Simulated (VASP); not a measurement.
Output of a VASP run:

**OUTCAR**
```
 ion  position               nearest neighbor table
   1  0.500  0.500  0.500-   2 2.77   2 2.77   2 2.77   2 2.77   2 2.87   2 2.87   2 2.87   2 2.87
  LATTYP: Found a simple orthorhombic cell.
 ALAT       =     3.1834760000
 B/A-ratio  =     1.0301412670
 C/A-ratio  =     1.0323712194
 Subroutine PRICEL returns:
 Original cell was already a primitive cell.
 Subroutine GETGRP returns: Found  4 space group operations
The static configuration has the point symmetry C_2v.
The dynamic configuration has the point symmetry C_2v.
 Subroutine INISYM returns: Found  4 space group operations
 Subroutine IBZKPT returns following result:
 Found    216 irreducible k-points:

 Following reciprocal coordinates:
            Coordinates               Weight
  0.000000  0.000000  0.000000      1.000000
  0.100000  0.000000  0.000000      2.000000
  0.200000  0.000000  0.000000      2.000000
  0.300000  0.000000  0.000000      2.000000
  0.400000  0.000000  0.000000      2.000000
  0.500000  0.000000  0.000000      1.000000
  0.000000  0.100000  0.000000      2.000000
  0.100000  0.100000  0.000000      4.000000
  0.200000  0.100000  0.000000      4.000000
  0.300000  0.100000  0.000000      4.000000
  0.400000  0.100000  0.000000      4.000000
  0.500000  0.100000  0.000000      2.000000
  0.000000  0.200000  0.000000      2.000000
  0.100000  0.200000  0.000000      4.000000
  0.200000  0.200000  0.000000      4.000000
  0.300000  0.200000  0.000000      4.000000
  0.400000  0.200000  0.000000      4.000000
  0.500000  0.200000  0.000000      2.000000
  0.000000  0.300000  0.000000      2.000000
  0.100000  0.300000  0.000000      4.000000
  0.200000  0.300000  0.000000      4.000000
  0.300000  0.300000  0.000000      4.000000
  0.400000  0.300000  0.000000      4.000000
  0.500000  0.300000  0.000000      2.000000
  0.000000  0.400000  0.000000      2.000000
  0.100000  0.400000  0.000000      4.000000
  0.200000  0.400000  0.000000      4.000000
  0.300000  0.400000  0.000000      4.000000
  0.400000  0.400000  0.000000      4.000000
  0.500000  0.400000  0.000000      2.000000
  0.000000  0.500000  0.000000      1.000000
  0.100000  0.500000  0.000000      2.000000
  0.200000  0.500000  0.000000      2.000000
  0.300000  0.500000  0.000000      2.000000
  0.400000  0.500000  0.000000      2.000000
  0.500000  0.500000  0.000000      1.000000
  0.000000  0.000000  0.100000      2.000000
  0.100000  0.000000  0.100000      4.000000
  0.200000  0.000000  0.100000      4.000000
  0.300000  0.000000  0.100000      4.000000
   k-points           NKPTS =    216   k-points in BZ     NKDIM =    216   number of bands    NBANDS=     15
   number of dos      NEDOS =    301   number of ions     NIONS =      2
   total plane-waves  NPLWV =  13824
   dimension x,y,z NGX =    24 NGY =   24 NGZ =   24
   dimension x,y,z NGXF=    48 NGYF=   48 NGZF=   48
   ions per type =               1   1
   PREC   = accura    normal or accurate (medium, high low for compatibility)
   ISTART =      0    job   : 0-new  1-cont  2-samecut
   ICHARG =      2    charge: 1-file 2-atom 10-const
   ISPIN  =      1    spin polarized calculation?
   LNONCOLLINEAR =      F non collinear calculations
   LSORBIT =      F    spin-orbit coupling
   INIWAV =      1    electr: 0-lowe 1-rand  2-diag
   ENCUT  =  400.0 eV  29.40 Ry    5.42 a.u.   5.35  5.36  5.19*2*pi/ulx,y,z
   NELM   =    100;   NELMIN=  2; NELMDL= -5     # of ELM steps
   EDIFF  = 0.1E-05   stopping-criterion for ELM
   LREAL  =      F    real-space projection
   NLSPLINE    = F    spline interpolate recip. space projectors
   LMAXMIX     =    4 max onsite mixed and CHGCAR
   VOSKOWN=      0    Vosko Wilk Nusair interpolation
   EDIFFG = 0.1E-04   stopping-criterion for IOM
   NSW    =      0    number of steps for IOM
   NBLOCK =      1;   KBLOCK =      1    inner block; outer block
...
```

### OSZICAR
```
       N       E                     dE             d eps       ncg     rms          rms(c)
DAV:   1     0.145639415262E+03    0.14564E+03   -0.98562E+03  6623   0.169E+03
DAV:   2    -0.116846432127E+01   -0.14681E+03   -0.14328E+03  6718   0.369E+02
DAV:   3    -0.766877163448E+01   -0.65003E+01   -0.64539E+01  8258   0.860E+01
DAV:   4    -0.778104268336E+01   -0.11227E+00   -0.11220E+00  7878   0.107E+01
DAV:   5    -0.778620937619E+01   -0.51667E-02   -0.51667E-02  9653   0.201E+00    0.695E+00
DAV:   6    -0.763624944237E+01    0.14996E+00   -0.29427E-01  8244   0.930E+00    0.343E+00
DAV:   7    -0.759521320956E+01    0.41036E-01   -0.73220E-02  8295   0.558E+00    0.113E+00
DAV:   8    -0.759094442788E+01    0.42688E-02   -0.11744E-02  7075   0.117E+00    0.371E-01
DAV:   9    -0.759022349797E+01    0.72093E-03   -0.24138E-03  8363   0.813E-01    0.453E-02
DAV:  10    -0.759021625375E+01    0.72442E-05   -0.12041E-04  8496   0.174E-01    0.314E-02
DAV:  11    -0.759021646874E+01   -0.21500E-06   -0.16024E-05  7656   0.466E-02    0.306E-03
DAV:  12    -0.759021678334E+01   -0.31459E-06   -0.43235E-07  4045   0.666E-03
   1 F= -.75902168E+01 E0= -.75895415E+01  d E =-.135049E-02
```

File OUTCAR:
```
------------------------ aborting loop because EDIFF is reached ----------------------------------------
  FORCE on cell =-STRESS in cart. coord.  units (eV):
  Direction    XX          YY          ZZ          XY          YZ          ZX
  --------------------------------------------------------------------------------------
  Total        3.1056109      3.1921399      3.2208322      0.0000000      0.0000000      0.0000000
  in kB      145.0174310    149.0579314    150.3977229      0.0000000      0.0000000      0.0000000
  external PRESSURE =     148.1576951 kB  Pullay stress =       0.0000000 kB
  volume of cell :       34.31
      direct lattice vectors                 reciprocal lattice vectors
     3.279430000  0.000000000  0.000000000     0.304931040  0.000000000  0.000000000
     0.000000000  3.286529000  0.000000000     0.000000000  0.304272380  0.000000000
     0.000000000  0.000000000  3.183476000     0.000000000  0.000000000  0.314122048
 POSITION                                       TOTAL-FORCE (eV/Angst)
 -----------------------------------------------------------------------------------
      1.63972      1.64326      1.59174         0.414631      0.000000      0.000000
      0.08614      0.00000      0.00000        -0.414631      0.000000      0.000000
 -----------------------------------------------------------------------------------
    total drift:                                0.000138      0.000000      0.000002
  FREE ENERGIE OF THE ION-ELECTRON SYSTEM (eV)
  ---------------------------------------------------
  free  energy   TOTEN  =        -7.5902167833 eV

  energy  without entropy=       -7.5888662911  energy(sigma->0) =       -7.58954154
```
(Selected blocks of OUTCAR.)

File POSCAR:
```
PdIn
1
    3.2794300000     0.0000000000     0.0000000000
    0.0000000000     3.2865290000     0.0000000000
    0.0000000000     0.0000000000     3.1834760000
In Pd
1 1
Direct
  0.5000000000   0.5000000000   0.5000000000
  0.0262660000   0.0000000000   0.0000000000
```

Problem. Write an INCAR and KPOINTS that could have produced this output.

Solution. This is not unique; one that fits is the input of the run itself, PBE GGA, plane waves, VASP's PBE PAW potentials (set 64).

KPOINTS:
```
K-points
0
gamma
  10 10 10
0 0 0
```

INCAR:
```
SYSTEM = PdIn
PREC = Accurate
ENCUT = 400
EDIFF = 1E-6
NELM = 100
ALGO = Normal
LREAL = .FALSE.
LASPH = .TRUE.
ISMEAR = 0
SIGMA = 0.05
GGA = PE
LMAXMIX = 4
LWAVE = .FALSE.
LCHARG = .FALSE.
ISIF = 2
NELECT = 23.1
```

POTCAR, in this order: In_d Pd (PBE.64 set). Program: vasp_std.

The cell is charged, with a uniform compensating background.

The compound is PdIn in the CsCl type structure. The cell was not relaxed at this level, atoms are displaced from their ideal sites. The run is one of a series of settings (ISMEAR = 0, NELECT = 23.1, SIGMA = 0.05 against the base run), some of them coarse on purpose. The electron count is odd and the run is not spin-polarised, which forces a metal.
